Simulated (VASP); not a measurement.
Data:

```yaml
crystal:
  lattice:
    - [-3.12030, 3.12030, 3.12030]
    - [3.12030, -3.12030, 3.12030]
    - [3.12030, 3.12030, -3.12030]
  atoms:
    - { symbol: Cs, position: [0.00000, 0.00000, 0.00000] }
```

Level of theory: AM05 GGA, VASP's PBE PAW potentials (set 64) (plane waves; VASP 6.6.1). Settings: 520 eV cut-off, 8×8×8 Γ-centred mesh, first-order Methfessel-Paxton smearing of 0.10 eV, potentials Cs_sv.

Unless said otherwise, spin-orbit coupling is left out, though it shifts the bands of the heavy elements here.

Estimate the energy per atom (σ→0), band gap (on the k-mesh) with the smallest direct gap where there is one.

```yaml
band gap (on the k-mesh): none (metal, semimetal or under 0.01 eV)
energy per atom (σ→0): -78.6 kJ/mol of atoms
```

The absolute energy has meaning only against runs of the same code, potentials and settings.

The compound is Cs in the bcc structure. This cell is one point of a volume scan, at 1.03 of the reference volume.
